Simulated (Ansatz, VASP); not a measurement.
# SrCl2: VASP beside Ansatz, part 3 of 3

Aim: how closely do two programs agree when they are given the same cell, functional and k mesh? The cell is taken from a series of runs on this material, whose earlier steps may have relaxed, scaled, displaced or heated it; both programs get it as it stands.

VASP 6.6.1 and Ansatz 0.2.0.

So far: Set-up; Ansatz: zone-centre phonons, PBE; VASP: zone-centre phonons, PBE.

### 3. VASP: zone-centre phonons, PBE (continued)

Level of this step: PBE; plane waves and PAW (Sr_sv, Cl) (VASP).

Numbers of over 12 decimals in the logs are rounded to 6 here.

OUTCAR, selected parts (step 3):

```text
ion  position               nearest neighbor table
   1  0.000  0.000  0.000-   3 3.03   3 3.03   3 3.03   2 3.03   3 3.03   2 3.03   2 3.03   2 3.03

  LATTYP: Found a face centered cubic cell.
 ALAT       =     7.0055773200

 Subroutine GETGRP returns: Found 48 space group operations
 (whereof 48 operations were pure point group operations)

The static configuration has the point symmetry O_h .

 Found     16 irreducible k-points:

   k-points           NKPTS =     16   k-points in BZ     NKDIM =     16   number of bands    NBANDS=     18

   dimension x,y,z NGX =    36 NGY =   36 NGZ =   36
   dimension x,y,z NGXF=    72 NGYF=   72 NGZF=   72

   ENCUT  =  500.0 eV  36.75 Ry    6.06 a.u.   9.03  9.03  9.03*2*pi/ulx,y,z

   NELECT =      24.0000    total number of electrons

 k-points in reciprocal lattice and weights: Automatic mesh
   0.00000000  0.00000000  0.00000000       0.005
   0.16666667  0.00000000  0.00000000       0.037
   0.33333333  0.00000000  0.00000000       0.037
   0.50000000  0.00000000  0.00000000       0.019
   0.16666667  0.16666667  0.00000000       0.028
   0.33333333  0.16666667  0.00000000       0.111
   0.50000000  0.16666667  0.00000000       0.111
  -0.33333333  0.16666667  0.00000000       0.111
  -0.16666667  0.16666667  0.00000000       0.056
[...]
-0.33333333  0.33333333  0.16666667       0.111
  -0.33333333  0.50000000  0.16666667       0.056

 average (electrostatic) potential at core
       1 -38.8781       2 -93.1866       3 -93.1866

  Total        0.3195851      0.3195851      0.3195851      0.0000000      0.0000000     -0.0000000
  in kB        5.9569684      5.9569684      5.9569684      0.0000000      0.0000000     -0.0000000
  external PRESSURE =       5.9569684 kB  Pullay stress =       0.0000000 kB

  energy-cutoff  :      500.00
  volume of cell :       85.96
      direct lattice vectors                 reciprocal lattice vectors
     0.000000000  3.502788660  3.502788660    -0.142743411  0.142743411  0.142743411
     3.502788660  0.000000000  3.502788660     0.142743411 -0.142743411  0.142743411
     3.502788660  3.502788660  0.000000000     0.142743411  0.142743411 -0.142743411

 POSITION                                       TOTAL-FORCE (eV/Angst)
 -----------------------------------------------------------------------------------
      0.00000      0.00000      0.00000         0.000000     -0.000000      0.000000
      1.75139      1.75139      1.75139        -0.000000     -0.000000     -0.000000
      5.25418      5.25418      5.25418         0.000000      0.000000      0.000000
 -----------------------------------------------------------------------------------
    total drift:                                0.000000      0.000000      0.000000

 MACROSCOPIC STATIC DIELECTRIC TENSOR (including local field effects in DFT)
 ------------------------------------------------------
           2.905855     0.000000     0.000000
           0.000000     2.905855    -0.000000
           0.000000     0.000000     2.905855
 ------------------------------------------------------

 PIEZOELECTRIC TENSOR (including local field effects)  for field in x, y, z        (C/m^2)
          XX          YY          ZZ          XY          YZ          ZX
  --------------------------------------------------------------------------------
  x     0.00000     0.00000     0.00000     0.00000     0.00000     0.00000
  y     0.00000     0.00000     0.00000     0.00000     0.00000     0.00000
  z     0.00000     0.00000     0.00000     0.00000     0.00000     0.00000

 BORN EFFECTIVE CHARGES (including local field effects) (in |e|, cummulative output)
 ---------------------------------------------------------------------------------
 ion    1
    1     2.49811     0.00000     0.00000
    2     0.00000     2.49811     0.00000
    3     0.00000     0.00000     2.49811
 ion    2
    1    -1.24905     0.00000     0.00000
    2     0.00000    -1.24905     0.00000
    3     0.00000     0.00000    -1.24905
 ion    3
    1    -1.24905     0.00000     0.00000
    2     0.00000    -1.24905     0.00000
    3     0.00000     0.00000    -1.24905

 Eigenvectors and eigenvalues of the dynamical matrix
 ----------------------------------------------------

   1 f  =    5.270718 THz    33.116897 2PiTHz  175.812221 cm-1    21.797927 meV
             X         Y         Z           dx          dy          dz
      0.000000  0.000000  0.000000    -0.000000   -0.000000   -0.000000
      1.751394  1.751394  1.751394    -0.038261   -0.706071   -0.000000
      5.254183  5.254183  5.254183     0.038261    0.706071    0.000000

   2 f  =    5.270718 THz    33.116897 2PiTHz  175.812221 cm-1    21.797927 meV
             X         Y         Z           dx          dy          dz
      0.000000  0.000000  0.000000     0.000000    0.000000    0.000000
      1.751394  1.751394  1.751394     0.000000    0.000000   -0.707107
      5.254183  5.254183  5.254183    -0.000000   -0.000000    0.707107

   3 f  =    5.270718 THz    33.116897 2PiTHz  175.812221 cm-1    21.797927 meV
             X         Y         Z           dx          dy          dz
      0.000000  0.000000  0.000000    -0.000000   -0.000000   -0.000000
      1.751394  1.751394  1.751394    -0.706071    0.038261    0.000000
      5.254183  5.254183  5.254183     0.706071   -0.038261    0.000000

   4 f  =    3.980797 THz    25.012084 2PiTHz  132.785087 cm-1    16.463245 meV
             X         Y         Z           dx          dy          dz
      0.000000  0.000000  0.000000     0.186792   -0.642086    0.039153
      1.751394  1.751394  1.751394    -0.146406    0.503264   -0.030688
      5.254183  5.254183  5.254183    -0.146406    0.503264   -0.030688

   5 f  =    3.980797 THz    25.012084 2PiTHz  132.785087 cm-1    16.463245 meV
             X         Y         Z           dx          dy          dz
      0.000000  0.000000  0.000000    -0.007395    0.038624    0.668694
      1.751394  1.751394  1.751394     0.005796   -0.030274   -0.524119
      5.254183  5.254183  5.254183     0.005796   -0.030274   -0.524119

   6 f  =    3.980797 THz    25.012084 2PiTHz  132.785087 cm-1    16.463245 meV
             X         Y         Z           dx          dy          dz
      0.000000  0.000000  0.000000     0.643236    0.186902   -0.003682
      1.751394  1.751394  1.751394    -0.504165   -0.146493    0.002886
      5.254183  5.254183  5.254183    -0.504165   -0.146493    0.002886

   7 f/i=    0.005663 THz     0.035582 2PiTHz    0.188902 cm-1     0.023421 meV
             X         Y         Z           dx          dy          dz
      0.000000  0.000000  0.000000     0.000786    0.619508   -0.409281
      1.751394  1.751394  1.751394     0.000501    0.395198   -0.261089
      5.254183  5.254183  5.254183     0.000501    0.395198   -0.261089

   8 f/i=    0.005663 THz     0.035582 2PiTHz    0.188902 cm-1     0.023421 meV
             X         Y         Z           dx          dy          dz
      0.000000  0.000000  0.000000    -0.741447   -0.021100   -0.033361
      1.751394  1.751394  1.751394    -0.472985   -0.013460   -0.021282
      5.254183  5.254183  5.254183    -0.472985   -0.013460   -0.021282

   9 f/i=    0.005663 THz     0.035582 2PiTHz    0.188902 cm-1     0.023421 meV
             X         Y         Z           dx          dy          dz
      0.000000  0.000000  0.000000     0.039466   -0.408738   -0.618610
      1.751394  1.751394  1.751394     0.025176   -0.260742   -0.394625
      5.254183  5.254183  5.254183     0.025176   -0.260742   -0.394625

 MACROSCOPIC STATIC DIELECTRIC TENSOR IONIC CONTRIBUTION
 ------------------------------------------------------
           5.163536    -0.000000    -0.000000
          -0.000000     5.163536    -0.000000
          -0.000000    -0.000000     5.163536
 ------------------------------------------------------

 ELASTIC MODULI CONTR FROM IONIC RELAXATION (kBar)
 Direction    XX          YY          ZZ          XY          YZ          ZX
 --------------------------------------------------------------------------------
 XX          -0.0000      0.0000      0.0000      0.0000     -0.0000      0.0000
 YY           0.0000     -0.0000      0.0000      0.0000      0.0000     -0.0000
 ZZ           0.0000      0.0000     -0.0000     -0.0000      0.0000      0.0000
 XY           0.0000      0.0000     -0.0000    -49.1030     -0.0000      0.0000
 YZ          -0.0000      0.0000      0.0000     -0.0000    -49.1030      0.0000
 ZX           0.0000     -0.0000      0.0000      0.0000      0.0000    -49.1030
 --------------------------------------------------------------------------------

 PIEZOELECTRIC TENSOR IONIC CONTR  for field in x, y, z        (C/m^2)
          XX          YY          ZZ          XY          YZ          ZX
  --------------------------------------------------------------------------------
  x    -0.00000     0.00000     0.00000    -0.00000    -0.00000     0.00000
  y    -0.00000     0.00000     0.00000     0.00000    -0.00000     0.00000
  z     0.00000     0.00000    -0.00000    -0.00000     0.00000     0.00000
```

### 4. Differences

Known differences besides the potentials themselves: fixed occupations in Ansatz, narrow Gaussian smearing in VASP; VASP's run holds the zone centre alone; the cutoff is 420 eV in Ansatz and 500 eV in VASP. Total energies have different zeros and are not compared.

Both answers:

```tsv
quantity	Ansatz	VASP	difference
ε∞ xx	2.90	2.91	-0.24 %
ε∞ yy	2.90	2.91	-0.24 %
ε∞ zz	2.90	2.91	-0.24 %
Born charge of Sr1 (mean of the diagonal) (e)	2.50	2.50	0.00
Born charge of Cl2 (mean of the diagonal) (e)	-1.25	-1.25	0.00
optical mode 1 to 3 (cm⁻¹)	131.3	132.8	-1.10 %
optical mode 4 to 6 (cm⁻¹)	175.3	175.8	-0.26 %
```

Modes are paired by rising frequency, not by their patterns, so a pair may set unlike modes beside each other; they are those without the splitting of longitudinal modes.

### 5. Outcome

| Quantity | Value |
| --- | --- |
| r.m.s. difference of the optical zone-centre modes, each program's sorted by frequency (zone-centre phonons, PBE) | 1.1 cm⁻¹ |
| difference in optical mode 1 to 3 (zone-centre phonons, PBE) | -1.1 % |

**Reading.** The r.m.s. difference of the optical zone-centre modes, each program's sorted by frequency is 1.1 cm⁻¹ (zone-centre phonons, PBE). Among the rows given in per cent, the largest difference of the zone-centre phonons, PBE pair is in optical mode 1 to 3, -1.1 %. How closely two codes agree says nothing of how well the functional describes the real material.

[Lines on the potential files, build, host, timing and source positions are cut from VASP's logs without a mark.]

[Logs are printed without paths, hosts, clocks, repeated set-up lines and the standing remarks that a program may print on its own settings, such as how far it seeks lower states.]

[Hosts, paths, dates, database ids (printed as entryN), source tags and the programs' standing remarks are cut or masked in the printed files.]
